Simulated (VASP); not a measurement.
# ZnCd3Se3S (R3m) in VASP: notebook, part 2 of 3

VASP 6.6.1.

### Step 3. Born charges and dielectric tensor, PBE

The input, INCAR:

```
PREC = Accurate ; ENCUT = 520
EDIFF = 1E-8 ; ISMEAR = 0
SIGMA = 0.02 ; LREAL = F
LASPH = T ; NELM = 100
ALGO = Normal ; ISIF = 2
LWAVE = F ; LCHARG = F
GGA = PE ; LEPSILON = T
KPAR = 4
```

The input, KPOINTS:

```
Automatic mesh
0
Gamma
  4 4 4
```

The input, POSCAR:

```
ZnCd3Se3S
1.0
    4.2626510000      2.4610430000      3.4633300000
   -4.2626510000      2.4610430000      3.4633300000
    0.0000000000     -4.9220850000      3.4633300000
Zn Cd Se S
1 3 3 1
Direct
    0.9918050000      0.9918050000      0.9918050000
    0.5064320000      0.9962020000      0.5064320000
    0.9962020000      0.5064320000      0.5064320000
    0.5064320000      0.5064320000      0.9962020000
    0.2372310000      0.7625000000      0.2372310000
    0.7625000000      0.2372310000      0.2372310000
    0.2372310000      0.2372310000      0.7625000000
    0.7616920000      0.7616920000      0.7616920000
```

Potentials or basis: VASP PAW PBE potentials, release 64 (Zn, Cd, Se, S).

Run with:

```
cat potpaw_PBE.64/Zn/POTCAR potpaw_PBE.64/Cd/POTCAR potpaw_PBE.64/Se/POTCAR potpaw_PBE.64/S/POTCAR > POTCAR
mpirun -np 4 vasp_std > vasp.out
```

OUTCAR:

```text
PREC = Accurate
   ENCUT = 520
   EDIFF = 1E-8
   ISMEAR = 0
   LREAL = F
   LASPH = T
   NELM = 100
   ISIF = 2
   GGA = PE
   LEPSILON = T

 ion  position               nearest neighbor table
   1  0.992  0.992  0.992-   8 2.39   6 2.51   5 2.51   7 2.51
   2  0.506  0.996  0.506-   8 2.59   7 2.67   6 2.67   5 2.68
   3  0.996  0.506  0.506-   8 2.59   7 2.67   5 2.67   6 2.68
   4  0.506  0.506  0.996-   8 2.59   6 2.67   5 2.67   7 2.68
   5  0.237  0.763  0.237-   1 2.51   4 2.67   3 2.67   2 2.68
   6  0.763  0.237  0.237-   1 2.51   4 2.67   2 2.67   3 2.68
   7  0.237  0.237  0.763-   1 2.51   2 2.67   3 2.67   4 2.68
   8  0.762  0.762  0.762-   1 2.39   2 2.59   3 2.59   4 2.59

  LATTYP: Found a trigonal (rhomboedric) cell.
 ALAT       =     6.0184367476
 COS(alpha) =    -0.0032799841

  Lattice vectors:

 A1 = (   4.2626510000,   2.4610430000,   3.4633300000)
 A2 = (  -4.2626510000,   2.4610430000,   3.4633300000)
 A3 = (   0.0000000000,  -4.9220850000,   3.4633300000)

Analysis of symmetry for initial positions (statically):
=====================================================================
 Subroutine PRICEL returns:
 Original cell was already a primitive cell.

 Routine SETGRP: Setting up the symmetry group for a
 trigonal (rhombohedral) supercell.

 Subroutine GETGRP returns: Found  6 space group operations
 (whereof  6 operations were pure point group operations)
 out of a pool of 12 trial point group operations.

The static configuration has the point symmetry C_3v.

Analysis of symmetry for dynamics (positions and initial velocities):
=====================================================================
 Subroutine PRICEL returns:
 Original cell was already a primitive cell.

 Routine SETGRP: Setting up the symmetry group for a
 trigonal (rhombohedral) supercell.

 Subroutine GETGRP returns: Found  6 space group operations
 (whereof  6 operations were pure point group operations)
 out of a pool of 12 trial point group operations.

The dynamic configuration has the point symmetry C_3v.

 Subroutine INISYM returns: Found  6 space group operations
 (whereof  6 operations are pure point group operations),
 and found     1 'primitive' translations

----------------------------------------------------------------------------------------

                                     Primitive cell

  volume of cell :     217.9938

  direct lattice vectors                    reciprocal lattice vectors
     4.262651000  2.461043000  3.463330000     0.117297897  0.067721974  0.096246477
    -4.262651000  2.461043000  3.463330000    -0.117297897  0.067721974  0.096246477
     0.000000000 -4.922085000  3.463330000     0.000000000 -0.135443947  0.096246496

  length of vectors
     6.018436748  6.018436748  6.018436295     0.166157897  0.166157897  0.166157910

  position of ions in fractional coordinates (direct lattice)
     0.991805000  0.991805000  0.991805000
     0.506432000  0.996202000  0.506432000
     0.996202000  0.506432000  0.506432000
[... 738 lines left out ...]
    -4.262651000  2.461043000  3.463330000    -0.117297897  0.067721974  0.096246477
     0.000000000 -4.922085000  3.463330000     0.000000000 -0.135443947  0.096246496

 POSITION                                       TOTAL-FORCE (eV/Angst)
 -----------------------------------------------------------------------------------
      0.00000      0.00000     10.30484         0.000000     -0.000000     -0.003731
     -2.08772      1.20535      6.95806        -0.000845      0.000488     -0.003253
      2.08772      1.20535      6.95806         0.000845      0.000488     -0.003253
      0.00000     -2.41069      6.95806         0.000000     -0.000975     -0.003253
     -2.23904      1.29271      4.28401        -0.000496      0.000287      0.003490
      2.23904      1.29271      4.28401         0.000496      0.000287      0.003490
      0.00000     -2.58542      4.28401         0.000000     -0.000573      0.003490
      0.00000      0.00000      7.91397         0.000000      0.000000      0.003020
 -----------------------------------------------------------------------------------
    total drift:                               -0.000000     -0.000006     -0.002929

  FREE ENERGIE OF THE ION-ELECTRON SYSTEM (eV)
  ---------------------------------------------------
  free  energy   TOTEN  =       -23.1089693059 eV

  energy  without entropy=      -23.1089693059  energy(sigma->0) =      -23.10896931

 HEAD OF MICROSCOPIC STATIC DIELECTRIC TENSOR (INDEPENDENT PARTICLE, excluding Hartree and local field effects)
 ------------------------------------------------------
          11.739201     0.000000     0.000000
           0.000000    11.739200     0.000001
           0.000000     0.000001    12.232663
 ------------------------------------------------------

 Free energy of the ion-electron system (eV)
  ---------------------------------------------------
  ---------------------------------------------------
  free energy    TOTEN  =        -6.65890994 eV

  energy without entropy =       -6.65890994

------------------------ aborting loop because EDIFF is reached ----------------------------------------

--------------------------------------- Ionic step        2  -------------------------------------------

------------------------ aborting loop because EDIFF is reached ----------------------------------------

--------------------------------------- Ionic step        3  -------------------------------------------

 Free energy of the ion-electron system (eV)
  ---------------------------------------------------
  ---------------------------------------------------
  free energy    TOTEN  =        -6.97257424 eV

  energy without entropy =       -6.97257424

------------------------ aborting loop because EDIFF is reached ----------------------------------------

 PIEZOELECTRIC TENSOR FIELD DIRECTION 3  (e Angst)
 -----------------------------------------------------------------------------
    -6.11643 -0.00000 -0.00000           (  0.06025  0.00000  0.00000)
     0.00000 -6.11643  0.00000           (  0.00000  0.06025 -0.00000)
     0.00000  0.00000 12.17829           (  0.00000 -0.00000 -0.13307)

 PIEZOELECTRIC TENSOR FIELD DIRECTION 3  (C/m^2)
 -----------------------------------------------------------------------------
    -0.44954 -0.00000 -0.00000
     0.00000 -0.44954  0.00000
     0.00000  0.00000  0.89506

 MACROSCOPIC STATIC DIELECTRIC TENSOR (including local field effects in DFT)
 ------------------------------------------------------
          11.436328     0.000000     0.000000
           0.000000    11.436328     0.000001
           0.000000     0.000001    11.950492
 ------------------------------------------------------

 PIEZOELECTRIC TENSOR (including local field effects)  for field in x, y, z        (e  Angst)
          XX          YY          ZZ          XY          YZ          ZX
  --------------------------------------------------------------------------------
  x     0.00000     0.00000     0.00000     8.44163     0.00000    -5.96709
  y     8.44163    -8.44163     0.00000     0.00000    -5.96708     0.00000
  z    -6.11643    -6.11643    12.17829     0.00000     0.00000     0.00000

 PIEZOELECTRIC TENSOR (including local field effects)  for field in x, y, z        (C/m^2)
          XX          YY          ZZ          XY          YZ          ZX
  --------------------------------------------------------------------------------
  x     0.00000     0.00000     0.00000     0.62043     0.00000    -0.43856
  y     0.62043    -0.62043     0.00000     0.00000    -0.43856     0.00000
  z    -0.44954    -0.44954     0.89506     0.00000     0.00000     0.00000

 BORN EFFECTIVE CHARGES (including local field effects) (in |e|, cummulative output)
 ---------------------------------------------------------------------------------
 ion    1
    1     2.25901     0.00000     0.00000
    2     0.00000     2.25901     0.00000
    3     0.00000     0.00000     2.17160
 ion    2
    1     2.34787     0.11612     0.13530
    2     0.11612     2.48195    -0.07812
    3     0.12878    -0.07435     2.43595
 ion    3
    1     2.34787    -0.11612    -0.13530
    2    -0.11612     2.48195    -0.07812
    3    -0.12878    -0.07435     2.43595
 ion    4
    1     2.54900     0.00000     0.00000
    2     0.00000     2.28082     0.15624
    3     0.00000     0.14871     2.43595
 ion    5
    1    -2.36266     0.06663    -0.15081
    2     0.06663    -2.28572     0.08707
    3    -0.14750     0.08516    -2.23758
 ion    6
    1    -2.36266    -0.06663     0.15081
    2    -0.06663    -2.28572     0.08707
    3     0.14750     0.08516    -2.23758
 ion    7
    1    -2.24726     0.00000     0.00000
    2     0.00000    -2.40113    -0.17414
    3     0.00000    -0.17032    -2.23758
 ion    8
    1    -2.53116     0.00000     0.00000
    2    -0.00000    -2.53116    -0.00000
    3     0.00000    -0.00000    -2.76673
```

It took 6.5 min on 4 MPI ranks of Intel Xeon 6975P-C (Granite Rapids), shared host; peak memory 0.94 GiB.

What came out:

| Item | Value |
| --- | --- |
| Band gap on the k mesh | 0.69 eV, direct |
| Electronic dielectric tensor (diagonal) | 11.44, 11.44, 11.95 |
| Born charges (mean of the diagonal) | Zn +2.23; Cd +2.42; Se -2.30; S -2.61 e |

Electronic dielectric tensor:
```
11.44  0.00  0.00
 0.00 11.44  0.00
 0.00  0.00 11.95
```

Born effective charge tensors (e):
atom 1, Zn
```
2.26 0.00 0.00
0.00 2.26 0.00
0.00 0.00 2.17
```
atom 2, Cd
```
 2.35  0.12  0.14
 0.12  2.48 -0.08
 0.13 -0.07  2.44
```
atom 3, Cd
```
 2.35 -0.12 -0.14
-0.12  2.48 -0.08
-0.13 -0.07  2.44
```
atom 4, Cd
```
2.55 0.00 0.00
0.00 2.28 0.16
0.00 0.15 2.44
```
atom 5, Se
```
-2.36  0.07 -0.15
 0.07 -2.29  0.09
-0.15  0.09 -2.24
```
atom 6, Se
```
-2.36 -0.07  0.15
-0.07 -2.29  0.09
 0.15  0.09 -2.24
```
atom 7, Se
```
-2.25  0.00  0.00
 0.00 -2.40 -0.17
 0.00 -0.17 -2.24
```
atom 8, S
```
-2.53  0.00  0.00
 0.00 -2.53  0.00
 0.00  0.00 -2.77
```

Caveat: the gap is small at this level, which inflates the dielectric constant. A hybrid or GW would open this gap; PBE tends to underestimate it.

### Step 4. Band structure, PBE

The input, INCAR:

```
PREC     = Accurate       # precision mode
ENCUT    = 520            # plane-wave cutoff, eV
EDIFF    = 1E-7           # SCF threshold, eV
ISMEAR   = 0              # smearing method
SIGMA    = 0.03           # smearing width, eV
LREAL    = F              # projectors in reciprocal space
LASPH    = T              # aspherical terms in the spheres
NELM     = 80             # most SCF steps
ALGO     = Fast           # electronic algorithm
ISIF     = 2              # what is computed and relaxed
LWAVE    = F              # write WAVECAR
LCHARG   = F              # write CHGCAR
GGA      = PE             # functional
NBANDS   = 46             # bands
KPAR     = 4
```

KPOINTS is that of step 3.

POSCAR is that of step 3.

The input, KPOINTS_OPT:

```
path GPZQGFP1Q1LZ
20
line-mode
reciprocal
 0.0000000000  0.0000000000  0.0000000000  G
 0.4983653428 -0.5016346572  0.4983653428  P

 0.4983653428 -0.5016346572  0.4983653428  P
 0.5000000000 -0.5000000000  0.5000000000  Z

 0.5000000000 -0.5000000000  0.5000000000  Z
 0.4967306857  0.4967306857  0.4967306857  Q

 0.4967306857  0.4967306857  0.4967306857  Q
 0.0000000000  0.0000000000  0.0000000000  G

 0.0000000000  0.0000000000  0.0000000000  G
 0.5000000000 -0.5000000000  0.0000000000  F

 0.5000000000 -0.5000000000  0.0000000000  F
 0.5016346572 -0.4983653428 -0.4983653428  P1

 0.5016346572 -0.4983653428 -0.4983653428  P1
 0.5032693143 -0.4967306857 -0.4967306857  Q1

 0.5032693143 -0.4967306857 -0.4967306857  Q1
 0.5000000000  0.0000000000  0.0000000000  L

 0.5000000000  0.0000000000  0.0000000000  L
 0.5000000000 -0.5000000000  0.5000000000  Z
```

Run with:

```
cat potpaw_PBE.64/Zn/POTCAR potpaw_PBE.64/Cd/POTCAR potpaw_PBE.64/Se/POTCAR potpaw_PBE.64/S/POTCAR > POTCAR
mpirun -np 4 vasp_std > vasp.out
```

Wall time 4.8 min (4 MPI ranks of Intel Xeon Platinum 8488C (Sapphire Rapids), shared host); peak memory 0.47 GiB.

The run converged. Its results:

```yaml
Free_energy: -23.1090 eV
Pressure: 0.0 GPa
Largest_force: 0.004 eV/Å
Band_gap_on_the_k_mesh: 0.69 eV, direct
Band_gap_along_the_path: 0.69 eV, direct
```

Forces in eV/Å, atoms in the order of the input:
```
Zn   0.000  0.000 -0.004
Cd  -0.001  0.000 -0.003
Cd   0.001  0.000 -0.003
Cd   0.000 -0.001 -0.003
Se  -0.001  0.000  0.003
Se   0.001  0.000  0.003
Se   0.000 -0.001  0.003
S    0.000  0.000  0.003
```

Levels at the corners of the path, in eV from the valence-band top:
```
point  band 33  band 34  band 35  band 36  band 37  band 38  band 39  band 40
    Γ    -1.66    -0.04    -0.04     0.00     0.69     3.18     3.18     3.49
    P    -0.73    -0.61    -0.45    -0.45     2.28     2.42     2.53     2.53
    P    -0.73    -0.61    -0.45    -0.45     2.28     2.42     2.53     2.53
    Z    -0.73    -0.61    -0.45    -0.45     2.28     2.42     2.53     2.53
    Z    -0.73    -0.61    -0.45    -0.45     2.28     2.42     2.53     2.53
    Q    -0.73    -0.61    -0.45    -0.45     2.28     2.42     2.53     2.53
    Q    -0.73    -0.61    -0.45    -0.45     2.28     2.42     2.53     2.53
    Γ    -1.66    -0.04    -0.04     0.00     0.69     3.18     3.18     3.49
    Γ    -1.66    -0.04    -0.04     0.00     0.69     3.18     3.18     3.49
    F    -0.98    -0.89    -0.71    -0.44     3.43     3.81     3.91     3.92
    F    -0.98    -0.89    -0.71    -0.44     3.43     3.81     3.91     3.92
   P1    -0.73    -0.61    -0.45    -0.45     2.28     2.42     2.53     2.53
   P1    -0.73    -0.61    -0.45    -0.45     2.28     2.42     2.53     2.53
   Q1    -0.73    -0.61    -0.45    -0.45     2.28     2.42     2.53     2.53
   Q1    -0.73    -0.61    -0.45    -0.45     2.28     2.42     2.53     2.53
    L    -1.20    -1.07    -0.90    -0.74     3.20     3.36     4.26     4.35
    L    -1.20    -1.07    -0.90    -0.74     3.20     3.36     4.26     4.35
    Z    -0.73    -0.61    -0.45    -0.45     2.28     2.42     2.53     2.53
```

[end of part 2 of 3]
